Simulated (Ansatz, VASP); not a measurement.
Given: the input of a run of Ansatz 0.2.0 on Mg6TiCo. The cell comes from a database or a generator and needn't be the stable form of this composition.

input.yaml

```yaml
crystal:
  lattice:
    - [4.716605, 0.0, 0.0]
    - [0.0, 3.018369, 5.4998395]
    - [0.0, -3.018369, 5.4998395]
  atoms:
    - { symbol: Co, position: [0.0, 0.800034, 0.800034], spin: 2.0 }
    - { symbol: Ti, position: [0.5, 0.692534, 0.692534], spin: 1.0 }
    - { symbol: Mg, position: [0.5, 0.166999, 0.166999] }
    - { symbol: Mg, position: [0.5, 0.161211, 0.682081] }
    - { symbol: Mg, position: [0.5, 0.682081, 0.161211] }
    - { symbol: Mg, position: [0.0, 0.328971, 0.328971] }
    - { symbol: Mg, position: [0.0, 0.344119, 0.824053] }
    - { symbol: Mg, position: [0.0, 0.824053, 0.344119] }
hamiltonian:
  xc: pbe
  pseudopotentials: { kind: paw }
magnetization:
  spin_polarized: true
kpoints:
  mp_grid: { grid: [6, 5, 5] }
scf:
  occupations: { method: gaussian, width: 0.02 }
output:
  forces: true
  stress: true
  eigenvalues: true
```

Potentials or basis: Ansatz PAW.

Command:

```bash
$ ansatz run input.yaml --threads 4 --pin off --max-ram 11264MiB --backend cpu --events-out ev --progress --plain --runs-dir out
```

What does the same run look like in VASP 6.6.1? Potentials or basis there: PBE PAW files Co, Mg_pv, Ti_pv, 520 eV.

As run (cutoffs and basis follow the program's own potentials, and thresholds, step limits or extra output files can differ):

The input INCAR:

```
  ALGO = Normal
  EDIFF = 1E-7
  ENCUT = 520
  GGA = PE
  ISIF = 2
  ISMEAR = 0
  ISPIN = 2
  LASPH = T
  LCHARG = F
  LMAXMIX = 4
  LORBIT = 11
  LREAL = F
  LWAVE = F
  MAGMOM = 2 1 0 0 0 0 0 0
  NELM = 150
  PREC = Accurate
  SIGMA = 0.02
```

Contents of KPOINTS:

```
k-points
0
Gamma
  6 5 5
```

The input POSCAR:

```
Mg6TiCo
1.0
    4.7166050000      0.0000000000      0.0000000000
    0.0000000000      3.0183690000      5.4998395000
    0.0000000000     -3.0183690000      5.4998395000
Co Ti Mg
1 1 6
Direct
    0.0000000000      0.8000340000      0.8000340000
    0.5000000000      0.6925340000      0.6925340000
    0.5000000000      0.1669990000      0.1669990000
    0.5000000000      0.1612110000      0.6820810000
    0.5000000000      0.6820810000      0.1612110000
    0.0000000000      0.3289710000      0.3289710000
    0.0000000000      0.3441190000      0.8240530000
    0.0000000000      0.8240530000      0.3441190000
```

Potentials or basis: VASP PAW PBE potentials, release 64 (Co, Ti_pv, Mg_pv).

Command:

```bash
$ cat potpaw_PBE.64/Co/POTCAR potpaw_PBE.64/Ti_pv/POTCAR potpaw_PBE.64/Mg_pv/POTCAR > POTCAR
$ mpirun -np 1 vasp_std > vasp.out
```

Both were run:

|  | Ansatz | VASP |
| --- | --- | --- |
| Pressure | 0.0 GPa | -0.1 GPa |
| Largest force | 0.064 eV/Å | 0.055 eV/Å |
| Net moment | 0.36 μB per cell | 0.29 μB per cell |

Ansatz's pressure holds a Pulay term of +0.01 GPa for its cutoff of 420 eV, which the other run lacks.

The potentials hold 89 and 67 valence electrons a cell.

Where Ansatz's input types no cutoff or centring, it takes its own default and a Γ-centred mesh.

The magnetic state is the one that the start led to; the real crystal's order can differ.

Pressure is positive in compression.
